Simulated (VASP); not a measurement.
VASP ran on this input.

POSCAR:
```
MoSe2
1.0
  3.3229224368   0.0000000000   0.0000000000
 -1.6614612184   2.8777356785   0.0000000000
  0.0000000000   0.0000000000  14.7287538546
Mo Se
2 4
Cartesian
  1.6614628799   0.9592442669  11.0465653910
 -0.0000016615   1.9184914116   3.6821884637
  1.6614628799   0.9592442669   5.3524498108
 -0.0000016615   1.9184914116  12.7168267381
 -0.0000016615   1.9184914116   9.3763040438
  1.6614628799   0.9592442669   2.0119271165
```

**INCAR**
```
SYSTEM = MoSe2
PREC = Accurate
ENCUT = 480
EDIFF = 1E-6
NELM = 100
ALGO = Normal
LREAL = .FALSE.
LASPH = .TRUE.
ISMEAR = 0
SIGMA = 0.05
GGA = PE
LMAXMIX = 4
LWAVE = .FALSE.
LCHARG = .FALSE.
IBRION = 2
ISIF = 3
NSW = 60
EDIFFG = -0.02
```

### KPOINTS
```
Automatic mesh
0
Gamma
7 7 2
0 0 0
```

POTCAR, in this order: Mo_sv Se (PBE.64 set). Program: vasp_std.

Problem. Translate this PBE calculation to Quantum ESPRESSO's pw.x.

Solution. One equivalent input (not run):
```
&CONTROL
  calculation = 'vc-relax'
  pseudo_dir = './pseudo'
  outdir = './out'
  tprnfor = .true.
  tstress = .true.
  nstep = 60
  forc_conv_thr = 0.00078
/
&SYSTEM
  ibrav = 0
  nat = 6
  ntyp = 2
  ecutwfc = 86
  occupations = 'smearing'
  smearing = 'gaussian'
  degauss = 0.003675
  input_dft = 'pbe'
/
&ELECTRONS
  conv_thr = 7.3e-08
  electron_maxstep = 100
/
&IONS
/
&CELL
/
ATOMIC_SPECIES
  Mo 95.950 Mo.upf
  Se 78.971 Se.upf
CELL_PARAMETERS angstrom
     3.3229224   -0.0000000   -0.0000000
    -1.6614612    2.8777357    0.0000000
    -0.0000000    0.0000000   14.7287539
ATOMIC_POSITIONS crystal
  Mo   0.6666670  0.3333330  0.7500000
  Mo   0.3333330  0.6666670  0.2500000
  Se   0.6666670  0.3333330  0.3634014
  Se   0.3333330  0.6666670  0.8634014
  Se   0.3333330  0.6666670  0.6365986
  Se   0.6666670  0.3333330  0.1365986
K_POINTS automatic
  7 7 2 0 0 0
```
What does not carry over: the potentials are each code's own (VASP's PAW set, PseudoDojo norm-conserving files in pw.x), so ENCUT and ecutwfc are chosen apart and not converted; conv_thr bounds pw.x's estimated SCF error, while EDIFF bounds the energy change between steps; forc_conv_thr acts on force components and is met together with etot_conv_thr.

The compound is MoSe2 in the 2H layered structure. It was relaxed first, which changed the volume by +16 %. The start is the result of an earlier pass.
